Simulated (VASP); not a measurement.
Data:

```xyz
8
Lattice="3.4258 -5.9374 0.0012 3.4258 5.9374 0.0012 -2.0885 0.0000 6.7035" Properties=species:S:1:pos:R:3 pbc="T T T"
Rh     3.4258    -3.9580     0.0012
Rh     3.4258     3.9580     0.0012
I      4.6415    -2.1128     1.5076
I      0.1215     2.1128     5.1983
I      0.1215    -2.1128     5.1983
I      4.6415     2.1128     1.5076
I      0.9864     0.0000     1.5191
I      3.7767     0.0000     5.1867
```

These are r2SCAN meta-GGA, VASP's PBE PAW potentials (set 64) (plane waves; VASP 6.6.1) values and carry that method's errors. Settings: 400 eV cut-off, 5×5×4 Γ-centred mesh, tetrahedra with Blöchl corrections, potentials Rh_pv I.

Unless said otherwise, spin-orbit coupling is left out, though it shifts the bands of the heavy elements here.

Q: Give the energies of bands 27 to 40 at the high-symmetry points, in eV from the valence-band maximum.

A: 
```
band      Γ      Y      M      A     V2
----  -----  -----  -----  -----  -----
27    -1.59  -1.67  -1.66  -1.61  -1.75
28    -1.58  -1.62  -1.58  -1.59  -1.55
29    -1.02  -1.50  -1.44  -1.53  -1.47
30    -1.01  -1.17  -1.25  -1.04  -1.10
31    -0.98  -0.99  -0.94  -1.04  -1.08
32    -0.88  -0.86  -0.74  -0.82  -0.84
33    -0.67  -0.76  -0.69  -0.69  -0.66
34    -0.47  -0.67  -0.54  -0.59  -0.60
35    -0.20  -0.16  -0.32  -0.27  -0.32
36    -0.18   0.00  -0.26  -0.25  -0.04
37     1.28   1.39   1.26   1.37   1.30
38     1.42   1.80   1.33   1.45   1.46
39     1.90   1.81   1.55   1.98   1.69
40     1.92   1.91   1.74   2.02   1.73
```

The gap is indirect, 1.26 eV, from the valence maximum at Y to the conduction minimum at (-0.40, -0.40, 0.25).

The structure comes from a computed database's RhI3 entry (C2/m); how it stands against other phases isn't given here. It was relaxed first.
